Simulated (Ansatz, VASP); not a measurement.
This is a calculation of Al3Pd for VASP 6.6.1.

Contents of INCAR:

```
  PREC = Accurate
  ENCUT = 520
  EDIFF = 1E-7
  ISMEAR = -1
  SIGMA = 0.05
  LREAL = F
  LASPH = T
  NELM = 100
  ALGO = Normal
  ISIF = 2
  LWAVE = F
  LCHARG = F
  GGA = PE
  NBANDS = 18
```

The input KPOINTS:

```
regular mesh
0
Gamma
  7 7 7
```

File POSCAR:

```
Al3Pd
1.0
    4.0243200449      0.0000000000      0.0000000000
    0.0000000000      4.0243200449      0.0000000000
    0.0000000000      0.0000000000      4.0243200449
Pd Al
1 3
Direct
    0.0000000000      0.0000000000      0.0000000000
    0.5000000000      0.5000000000      0.0000000000
    0.5000000000      0.0000000000      0.5000000000
    0.0000000000      0.5000000000      0.5000000000
```

Potentials or basis: VASP PAW PBE potentials, release 64 (Pd, Al).

Launch:

```console
$ cat potpaw_PBE.64/Pd/POTCAR potpaw_PBE.64/Al/POTCAR > POTCAR
$ mpirun -np 1 vasp_std > vasp.out
```

Question: Set up the same calculation for Ansatz 0.2.0. Potentials there: Ansatz PAW.

Answer: As run (the cutoff follows the program's own potentials):

File input.yaml:

```yaml
crystal:
  lattice:
    - [4.0243200449, 0.0, 0.0]
    - [0.0, 4.0243200449, 0.0]
    - [0.0, 0.0, 4.0243200449]
  atoms:
    - { symbol: Pd, position: [0.0, 0.0, 0.0] }
    - { symbol: Al, position: [0.5, 0.5, 0.0] }
    - { symbol: Al, position: [0.5, 0.0, 0.5] }
    - { symbol: Al, position: [0.0, 0.5, 0.5] }
hamiltonian:
  xc: pbe
  pseudopotentials: { kind: paw }
kpoints:
  mp_grid: { grid: [7, 7, 7] }
scf:
  occupations: { method: fermi_dirac, width: 0.05 }
output:
  forces: true
  stress: true
  eigenvalues: true
```

Potentials or basis: Ansatz PAW.

The run is started by

```console
$ ansatz run input.yaml --threads 2 --pin off --max-ram 5120MiB --backend cpu --events-out ev --progress --plain --runs-dir out
```

Both were run:

|  | VASP | Ansatz | Ansatz less VASP |
| --- | --- | --- | --- |
| gap on the k mesh at the Fermi level (eV) | none | none | - |
| pressure (GPa) | -4.5 | -4.4 | +0.04 |

A gap of «none» marks a metal or a gap that the smearing closes. The two sets of potentials don't hold the same shells in valence.
